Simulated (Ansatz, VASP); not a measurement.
## TaSiO4: VASP beside Ansatz

```xyz
6
Lattice="3.4025 0.0000 0.0000 0.0000 3.4025 0.0000 0.0000 0.0000 4.8865" Properties=species:S:1:pos:R:3 pbc="T T T"
Ta    1.7012    1.7012    2.4433
Si    0.0000    0.0000    0.0000
O     1.7012    0.0000    3.7076
O     0.0000    1.7012    1.1789
O     1.7012    0.0000    1.1789
O     0.0000    1.7012    3.7076
```

Change from the starting cell: species swapped into the GdYH4 type (P4/mmm, No. 123).

Alike in both runs: functional PBE; k mesh 6 × 6 × 4; occupations gaussian, width 0.1 eV; no spin polarisation.

Ansatz relaxed the structure, and its values are those at the end. VASP's run is a single point on that final structure, the one shown.

```csv
,VASP,Ansatz
version,VASP 6.6.1,Ansatz 0.2.0
potentials or method,"VASP PAW PBE potentials, release 64 (Ta_pv, Si, O)","scalar-relativistic, plane waves, PAW"
plane-wave cutoff (eV),520,420
valence electrons in the cell,39,41
```

```tsv
	VASP	Ansatz	Ansatz less VASP
gap on the k mesh at the Fermi level (eV)	none	none	-
pressure (GPa)	0.6	0.0	-0.57
rms of the force components (eV/Å)	0.014	0.000	-0.0139
```

A gap of «none» marks a metal or a gap that the smearing closes. The two sets of potentials don't hold the same shells in valence.

Caveats: an odd number of electrons without spin polarisation forces a metal; a magnetic or distorted state may lie lower. Spin-orbit coupling is left out, which matters for the levels of Ta.
